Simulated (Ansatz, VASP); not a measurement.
# C (Diamond) in two plane-wave programs, part 3 of 3

Wanted: the spread between two codes on one cell, functional and k mesh. The cell is taken from a series of runs on this material, whose earlier steps may have relaxed, scaled, displaced or heated it; both programs get it as it stands.

VASP 6.6.1 and Ansatz 0.2.0.

So far: The starting structure; Ansatz: zone-centre phonons, PBE, pair 1; VASP: zone-centre phonons, PBE, pair 1; Comparison.

### 5. VASP: zone-centre phonons, PBE, pair 2

Level of this step: PBE; plane waves and PAW (C) (VASP).

Second derivatives magnify differences that forces hide, and they need a tight electronic threshold. The cell compared in this pair holds 10.48 Å³, against 10.25 Å³ for the pair before.

INCAR

```
SYSTEM = C
PREC = Accurate
ENCUT = 600
EDIFF = 1E-08
NELM = 120
ISMEAR = 0
SIGMA = 0.01
LREAL = .FALSE.
ALGO = Normal
GGA = PE
NBANDS = 10
LORBIT = 11
LWAVE = .FALSE.
LCHARG = .FALSE.
ISIF = 2
IBRION = 8
LEPSILON = .TRUE.
LASPH = .TRUE.
GGA_COMPAT = .FALSE.
EFERMI = MIDGAP
KPAR = 2
```

POSCAR

```
C
1.0
    0.0000000000      1.7368632960      1.7368632960
    1.7368632960      0.0000000000      1.7368632960
    1.7368632960      1.7368632960      0.0000000000
C
2
Direct
    0.5000000000      0.5000000000      0.5000000000
    0.7500000000      0.7500000000      0.7500000000
```

KPOINTS

```
Automatic mesh
0
Gamma
12 12 12
0 0 0
```

The projector-augmented-wave data sets are C (PBE family, release 64).

Launch:

```console
$ mpirun -np 2 vasp_std
```

Numbers of over 12 decimals in the logs are rounded to 6 here.

Log:

```text
[... set-up lines as in an earlier step ...]
 entering main loop
       N       E                     dE             d eps       ncg     rms          rms(c)
DAV:   1     0.294453803681E+01    0.29445E+01   -0.53478E+03  1504   0.867E+02
DAV:   2    -0.185342238399E+02   -0.21479E+02   -0.20629E+02  1896   0.141E+02
DAV:   3    -0.188745636174E+02   -0.34034E+00   -0.33962E+00  1706   0.147E+01
DAV:   4    -0.188751079610E+02   -0.54434E-03   -0.54432E-03  1586   0.674E-01
[...]
DAV:  11    -0.180734037063E+02   -0.71730E-07   -0.19883E-07  1858   0.452E-03    0.592E-04
DAV:  12    -0.180734036673E+02    0.38977E-07   -0.15704E-08  1526   0.139E-03    0.121E-04
DAV:  13    -0.180734036598E+02    0.75386E-08   -0.24233E-10   780   0.154E-04
   1 F= -.18073404E+02 E0= -.18073404E+02  d E =0.000000E+00
 Linear response reoptimize wavefunctions to high precision
DAV:   1    -0.180734036623E+02   -0.24912E-08   -0.12868E-11   952   0.424E-05
DAV:   2    -0.180734036623E+02   -0.33651E-10   -0.64067E-13   756   0.640E-06
 Linear response G [H, r] |phi>, progress :
  Direction:   1
[...]
RMM:   9    -0.146933867472E+00   -0.42919E-07   -0.27232E-11  4046   0.620E-05    0.165E-06
 change of polarisation eV/A/(eV/A) component  3 :     0.012     0.056     0.274
 dielectric tensor                  component  3 :     0.202     0.969     5.738
 Linear response DOF=           1
 Linear response progress:
  Degree of freedom:   1/  1
       N       E                     dE             d eps       ncg     rms          rms(c)
RMM:   1    -0.123094553522E+00   -0.12309E+00   -0.24881E-02 13396   0.208E+00
RMM:   2    -0.113121167238E+00    0.99734E-02   -0.37205E-03  8575   0.386E-01    0.198E-01
RMM:   3    -0.113185894766E+00   -0.64728E-04   -0.40134E-04  8420   0.117E-01    0.108E-01
RMM:   4    -0.114096232733E+00   -0.91034E-03   -0.40076E-04  8330   0.125E-01    0.144E-02
[...]
RMM:   8    -0.114030506061E+00    0.67229E-07   -0.28088E-08  9494   0.821E-05    0.158E-05
RMM:   9    -0.114030273018E+00    0.23304E-06    0.30725E-08  9562   0.230E-05    0.356E-06
RMM:  10    -0.114030276595E+00   -0.35769E-08    0.46181E-09  8636   0.591E-06    0.319E-07
 first order change of Fermi-energy  -0.54977E+01
 force on displaced ion       1 direction 1 : -43.561   0.000   0.000
 Born effective charge ion    1 direction 1 :   0.000   0.000   0.000
 Born effective charges drift removed
 Linear response finished
```

From OUTCAR (step 5):

```text
  Total        2.7650169      2.7650169      2.7650169     -0.0000000      0.0000000     -0.0000000
  in kB      422.7479087    422.7479087    422.7479087     -0.0000000      0.0000000     -0.0000000
  external PRESSURE =     422.7479087 kB  Pullay stress =       0.0000000 kB

 POSITION                                       TOTAL-FORCE (eV/Angst)
 -----------------------------------------------------------------------------------
      1.73686      1.73686      1.73686        -0.000000      0.000000     -0.000000
      2.60529      2.60529      2.60529         0.000000     -0.000000      0.000000
 -----------------------------------------------------------------------------------
    total drift:                                0.000000     -0.000000      0.000000

 MACROSCOPIC STATIC DIELECTRIC TENSOR (including local field effects in DFT)
 ------------------------------------------------------
           5.738465    -0.000000     0.000000
          -0.000000     5.738465    -0.000000
          -0.000000    -0.000000     5.738465
 ------------------------------------------------------

 MACROSCOPIC STATIC DIELECTRIC TENSOR IONIC CONTRIBUTION
 ------------------------------------------------------
           0.000000     0.000000     0.000000
           0.000000     0.000000     0.000000
           0.000000     0.000000     0.000000
 ------------------------------------------------------

[... 1 part as in an earlier step ...]

[... 1 further part left out ...]
```

### 6. Ansatz: zone-centre phonons, PBE, pair 2

The same cell, functional and mesh now go to Ansatz, which takes its cutoff from its data sets.

The cell is taken from a series of runs on this material, whose earlier steps may have relaxed, scaled, displaced or heated it; both programs get it as it stands.

input.yaml

```yaml
crystal:
  lattice:
    - [0.0, 1.736863296, 1.736863296]
    - [1.736863296, 0.0, 1.736863296]
    - [1.736863296, 1.736863296, 0.0]
  atoms:
    - { symbol: C, position: [0.5, 0.5, 0.5] }
    - { symbol: C, position: [0.75, 0.75, 0.75] }
kpoints:
  mp_grid: { grid: [12, 12, 12] }
hamiltonian:
  xc: pbe
  pseudopotentials: { kind: paw, azcp: { folder: soft_1 } }
scf:
  occupations: { method: fixed }
output:
  eigenvalues: true
phonons:
  method: dfpt
  dielectric: true
  rigid_motions: translations
```

Launch:

```console
$ ansatz run input.yaml --threads 4 --pin off --max-ram 10240MiB --backend cpu --events-out ev --progress --plain --runs-dir out
```

Log:

```text
[...]
Crystal: 2 atoms, lattice volume = 10.479 Å³
Basis set: ecut = 420 eV, 181 PW (Γ), exchange–correlation on 40×40×40 points (8 copies of the dense FFT grid, shifted against one another)
Bands: 8, of which v1, the nominal top of the filled ones, is band 4 counted from 1 (3 counted from 0)
Symmetry: 48 space group operations
k-points: 280 of 1728 (irreducible under 4 space group operations, time reversal used)
[...]
ω (cm⁻¹)  modes    IR ((D/Å)²/amu)
       1400.64      3             0.0000
  optical modes at Γ + LO–TO along q̂ = [1.0000, 0.0000, 0.0000]:
      ω (cm⁻¹)  modes    IR ((D/Å)²/amu)
       1400.64      3             0.0000
  optical modes at Γ + LO–TO along q̂ = [0.0000, 1.0000, 0.0000]:
      ω (cm⁻¹)  modes    IR ((D/Å)²/amu)
       1400.64      3             0.0000
  optical modes at Γ + LO–TO along q̂ = [0.0000, 0.0000, 1.0000]:
      ω (cm⁻¹)  modes    IR ((D/Å)²/amu)
       1400.64      3             0.0000
[key lines of the parts left out:]
SCF converged after 7 iterations
Free energy (F): -501.502688 eV
Fermi energy:    14.827401 eV
```

### 7. Side by side

Both answers:

| quantity | Ansatz | VASP | difference |
| --- | --- | --- | --- |
| ε∞ xx | 5.73 | 5.74 | -0.10 % |
| ε∞ yy | 5.73 | 5.74 | -0.10 % |
| ε∞ zz | 5.73 | 5.74 | -0.10 % |
| Born charge of C1 (mean of the diagonal) (e) | 0.00 | 0.00 | 0.00 |
| optical mode 1 to 3 (cm⁻¹) | 1400.6 | 1404.4 | -0.27 % |

Modes are paired by rising frequency, not by their patterns, so a pair may set unlike modes beside each other; they are those without the splitting of longitudinal modes.

### 8. VASP: zone-centre phonons, PBE, pair 3

Second derivatives magnify differences that forces hide, and they need a tight electronic threshold. The cell compared in this pair holds 10.71 Å³, against 10.48 Å³ for the pair before.

INCAR is that of step 5.

POSCAR

```
C
1.0
    0.0000000000      1.7493591450      1.7493591450
    1.7493591450      0.0000000000      1.7493591450
    1.7493591450      1.7493591450      0.0000000000
C
2
Direct
    0.5000000000      0.5000000000      0.5000000000
    0.7500000000      0.7500000000      0.7500000000
```

KPOINTS is that of step 5.

Launch:

```console
$ mpirun -np 2 vasp_std
```

Log:

```text
[... set-up lines as in an earlier step ...]
 entering main loop
       N       E                     dE             d eps       ncg     rms          rms(c)
DAV:   1     0.199771897871E+01    0.19977E+01   -0.53103E+03  1472   0.860E+02
DAV:   2    -0.185224385874E+02   -0.20520E+02   -0.19842E+02  2058   0.138E+02
DAV:   3    -0.188804663311E+02   -0.35803E+00   -0.35700E+00  1710   0.142E+01
DAV:   4    -0.188811174648E+02   -0.65113E-03   -0.65110E-03  1592   0.691E-01
[...]
DAV:  11    -0.181260410785E+02   -0.63915E-07   -0.19917E-07  1860   0.451E-03    0.601E-04
DAV:  12    -0.181260410386E+02    0.39908E-07   -0.16643E-08  1556   0.142E-03    0.142E-04
DAV:  13    -0.181260410316E+02    0.69773E-08   -0.30292E-10   794   0.167E-04
   1 F= -.18126041E+02 E0= -.18126041E+02  d E =0.000000E+00
 Linear response reoptimize wavefunctions to high precision
DAV:   1    -0.181260410341E+02   -0.24602E-08   -0.17048E-11   960   0.471E-05
DAV:   2    -0.181260410341E+02    0.27285E-10   -0.84597E-13   766   0.764E-06
 Linear response G [H, r] |phi>, progress :
  Direction:   1
[...]
RMM:   9    -0.151232368786E+00   -0.40048E-07   -0.32578E-11  4101   0.653E-05    0.169E-06
 change of polarisation eV/A/(eV/A) component  3 :     0.012     0.058     0.282
 dielectric tensor                  component  3 :     0.203     0.976     5.766
 Linear response DOF=           1
 Linear response progress:
  Degree of freedom:   1/  1
       N       E                     dE             d eps       ncg     rms          rms(c)
RMM:   1    -0.122359429229E+00   -0.12236E+00   -0.23183E-02 13388   0.207E+00
RMM:   2    -0.112574020230E+00    0.97854E-02   -0.36597E-03  8567   0.387E-01    0.192E-01
RMM:   3    -0.112655484429E+00   -0.81464E-04   -0.38642E-04  8412   0.113E-01    0.105E-01
RMM:   4    -0.113529201157E+00   -0.87372E-03   -0.39633E-04  8349   0.120E-01    0.142E-02
[...]
RMM:   8    -0.113458757548E+00    0.60707E-07    0.66640E-08  9504   0.837E-05    0.155E-05
RMM:   9    -0.113458537239E+00    0.22031E-06    0.11519E-07  9595   0.252E-05    0.361E-06
RMM:  10    -0.113458542284E+00   -0.50457E-08    0.87176E-08  8612   0.870E-06    0.317E-07
 first order change of Fermi-energy  -0.53917E+01
 force on displaced ion       1 direction 1 : -41.761  -0.000  -0.000
 Born effective charge ion    1 direction 1 :   0.000   0.000   0.000
 Born effective charges drift removed
 Linear response finished
```

From OUTCAR (step 8):

```text
  Total        2.0152390      2.0152390      2.0152390      0.0000000      0.0000000      0.0000000
  in kB      301.5575532    301.5575532    301.5575532      0.0000000      0.0000000      0.0000000
  external PRESSURE =     301.5575532 kB  Pullay stress =       0.0000000 kB

 POSITION                                       TOTAL-FORCE (eV/Angst)
 -----------------------------------------------------------------------------------
      1.74936      1.74936      1.74936         0.000000      0.000000     -0.000000
      2.62404      2.62404      2.62404        -0.000000     -0.000000      0.000000
 -----------------------------------------------------------------------------------
    total drift:                                0.000000     -0.000000      0.000000

 MACROSCOPIC STATIC DIELECTRIC TENSOR (including local field effects in DFT)
 ------------------------------------------------------
           5.766225     0.000000     0.000000
           0.000000     5.766225    -0.000000
           0.000000     0.000000     5.766225
 ------------------------------------------------------

[... 2 parts as in an earlier step ...]

[... 1 further part left out ...]
```

### 9. Ansatz: zone-centre phonons, PBE, pair 3

The same cell, functional and mesh now go to Ansatz, which takes its cutoff from its data sets.

The cell is taken from a series of runs on this material, whose earlier steps may have relaxed, scaled, displaced or heated it; both programs get it as it stands.

input.yaml, the sections that differ from step 6:

```yaml
crystal:
  lattice:
    - [0.0, 1.749359145, 1.749359145]
    - [1.749359145, 0.0, 1.749359145]
    - [1.749359145, 1.749359145, 0.0]
  atoms:
    - { symbol: C, position: [0.5, 0.5, 0.5] }
    - { symbol: C, position: [0.75, 0.75, 0.75] }
# kpoints, hamiltonian, scf, output, phonons: as in step 6
```

Launch:

```console
$ ansatz run input.yaml --threads 4 --pin off --max-ram 10240MiB --backend cpu --events-out ev --progress --plain --runs-dir out
```

Log:

```text
[...]
Crystal: 2 atoms, lattice volume = 10.707 Å³
Basis set: ecut = 420 eV, 181 PW (Γ), exchange–correlation on 40×40×40 points (8 copies of the dense FFT grid, shifted against one another)
Bands: 8, of which v1, the nominal top of the filled ones, is band 4 counted from 1 (3 counted from 0)
Symmetry: 48 space group operations
k-points: 280 of 1728 (irreducible under 4 space group operations, time reversal used)
[...]
ω (cm⁻¹)  modes    IR ((D/Å)²/amu)
       1371.08      3             0.0000
  optical modes at Γ + LO–TO along q̂ = [1.0000, 0.0000, 0.0000]:
      ω (cm⁻¹)  modes    IR ((D/Å)²/amu)
       1371.08      3             0.0000
  optical modes at Γ + LO–TO along q̂ = [0.0000, 1.0000, 0.0000]:
      ω (cm⁻¹)  modes    IR ((D/Å)²/amu)
       1371.08      3             0.0000
  optical modes at Γ + LO–TO along q̂ = [0.0000, 0.0000, 1.0000]:
      ω (cm⁻¹)  modes    IR ((D/Å)²/amu)
       1371.08      3             0.0000
[key lines of the parts left out:]
SCF converged after 7 iterations
Free energy (F): -501.553770 eV
Fermi energy:    14.417053 eV
```

### 10. Differences

Compared:

| quantity | Ansatz | VASP | difference |
| --- | --- | --- | --- |
| ε∞ xx | 5.76 | 5.77 | -0.10 % |
| ε∞ yy | 5.76 | 5.77 | -0.10 % |
| ε∞ zz | 5.76 | 5.77 | -0.10 % |
| Born charge of C1 (mean of the diagonal) (e) | 0.00 | 0.00 | 0.00 |
| optical mode 1 to 3 (cm⁻¹) | 1371.1 | 1375.1 | -0.29 % |

Modes are paired by rising frequency, not by their patterns, so a pair may set unlike modes beside each other; they are those without the splitting of longitudinal modes.

### 11. What came out

- r.m.s. difference of the optical zone-centre modes, each program's sorted by frequency (zone-centre phonons, PBE, pair 1): 3.5 cm⁻¹
- r.m.s. difference of the optical zone-centre modes, each program's sorted by frequency (zone-centre phonons, PBE, pair 2): 3.8 cm⁻¹
- r.m.s. difference of the optical zone-centre modes, each program's sorted by frequency (zone-centre phonons, PBE, pair 3): 4.0 cm⁻¹

In words: The r.m.s. difference of the optical zone-centre modes, each program's sorted by frequency is 3.5 cm⁻¹ (zone-centre phonons, PBE, pair 1). 4 further runs of this series are not shown here. Such differences can come from data sets, numerical settings and the points named under the comparisons, not from the functional's error against experiment.

[Lines on the potential files, build, host, timing and source positions are cut from VASP's logs without a mark.]

[Logs are printed without paths, hosts, clocks, repeated set-up lines and the standing remarks that a program may print on its own settings, such as how far it seeks lower states.]

[Hosts, paths, dates, database ids (printed as entryN), source tags and the programs' standing remarks are cut or masked in the printed files.]
